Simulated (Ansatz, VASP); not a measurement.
**Li5Mg11 in VASP and in Ansatz**

INCAR

```
SYSTEM = Li5Mg11
PREC     = Accurate       ! precision mode
ENCUT    = 520            ! plane-wave cutoff, eV
EDIFF    = 1E-7           ! SCF threshold, eV
ISMEAR   = 0              ! smearing method
SIGMA    = 0.1            ! smearing width, eV
LREAL    = Auto         
LASPH    = .True.         ! aspherical terms in the spheres
NELM     = 100            ! most SCF steps
ALGO     = Fast           ! electronic algorithm
ISIF     = 2              ! what is computed and relaxed
LWAVE    = .False.        ! write WAVECAR
LCHARG   = .True.         ! write CHGCAR
GGA      = PE             ! functional
LELF     = .True.         ! ELF
LVHAR    = .True.       
NBANDS   = 32             ! bands
```

KPOINTS

```
Automatic mesh
0
Gamma
  5 5 5
  0 0 0
```

Contents of POSCAR:

```
Li5Mg11
1.0
    7.4044480000      0.2710300000      0.2207780000
    0.2809080000      7.4905240000     -0.1831420000
    0.2481180000     -0.1926930000      6.3068590000
Mg Li
11 5
Direct
    0.5649571698      0.7871922056      0.1134712423
    0.7250021200      0.4421591351      0.8730005493
    0.9765053250      0.7040287333      0.6277835534
    0.0631456010      0.2837751879      0.6184747129
    0.2226847920      0.9492183266      0.3688013819
    0.3125203046      0.5347852244      0.8635803466
    0.0580654665      0.2823815984      0.1195316983
    0.9756399524      0.7037175028      0.1289506486
    0.5618969418      0.7921711826      0.6158621241
    0.3176545770      0.5316477205      0.3649111109
    0.4824711157      0.1940335519      0.1114213802
    0.8190303009      0.0365848588      0.8699227660
    0.2251290530      0.9480570829      0.8708018056
    0.4748036247      0.2010739524      0.6163543676
    0.8126094759      0.0393078820      0.3731088693
    0.7274096607      0.4513784459      0.3755117786
```

Input for Ansatz:

```yaml
crystal:
  lattice:
    - [7.404448, 0.27103, 0.220778]
    - [0.280908, 7.490524, -0.183142]
    - [0.248118, -0.192693, 6.306859]
  atoms:
    - { symbol: Mg, position: [0.5649571698, 0.7871922056, 0.1134712423] }
    - { symbol: Mg, position: [0.72500212, 0.4421591351, 0.8730005493] }
    - { symbol: Mg, position: [0.976505325, 0.7040287333, 0.6277835534] }
    - { symbol: Mg, position: [0.063145601, 0.2837751879, 0.6184747129] }
    - { symbol: Mg, position: [0.222684792, 0.9492183266, 0.3688013819] }
    - { symbol: Mg, position: [0.3125203046, 0.5347852244, 0.8635803466] }
    - { symbol: Mg, position: [0.0580654665, 0.2823815984, 0.1195316983] }
    - { symbol: Mg, position: [0.9756399524, 0.7037175028, 0.1289506486] }
    - { symbol: Mg, position: [0.5618969418, 0.7921711826, 0.6158621241] }
    - { symbol: Mg, position: [0.317654577, 0.5316477205, 0.3649111109] }
    - { symbol: Mg, position: [0.4824711157, 0.1940335519, 0.1114213802] }
    - { symbol: Li, position: [0.8190303009, 0.0365848588, 0.869922766] }
    - { symbol: Li, position: [0.225129053, 0.9480570829, 0.8708018056] }
    - { symbol: Li, position: [0.4748036247, 0.2010739524, 0.6163543676] }
    - { symbol: Li, position: [0.8126094759, 0.039307882, 0.3731088693] }
    - { symbol: Li, position: [0.7274096607, 0.4513784459, 0.3755117786] }
basis:
  ecutwfc: 420
kpoints:
  mp_grid: { grid: [5, 5, 5] }
hamiltonian:
  xc: pbe
scf:
  occupations: { method: gaussian, width: 0.1 }
  n_extra_bands: 8
output:
  forces: true
  stress: true
  eigenvalues: true
  populations: true
  dos:
    method: { smearing: { sigma: 0.1, scheme: gaussian } }
    projected: true
    de: 0.02
  write_density: true
  write_potential: true
  elf: true
  volumetric_format: npy
```

Alike in both runs: task single point; functional PBE; k mesh 5 × 5 × 5; occupations gaussian, width 0.1 eV; no spin polarisation.

|  | VASP | Ansatz |
| --- | --- | --- |
| version | VASP 6.6.1 | Ansatz 0.2.0 |
| potentials or method | VASP PAW PBE potentials, release 64 (Mg, Li_sv) | scalar-relativistic, plane waves, PAW |
| plane-wave cutoff (eV) | 520 | 420 |
| valence electrons in the cell | 37 | 125 |

```tsv
	VASP	Ansatz	Ansatz less VASP
gap on the k mesh at the Fermi level (eV)	none	none	-
rms of the force components (eV/Å)	0.018	0.018	0.0000
```

Atom by atom the forces differ by 0.002 eV/Å (rms over components). A gap of «none» marks a metal or a gap that the smearing closes. The two sets of potentials don't hold the same shells in valence.
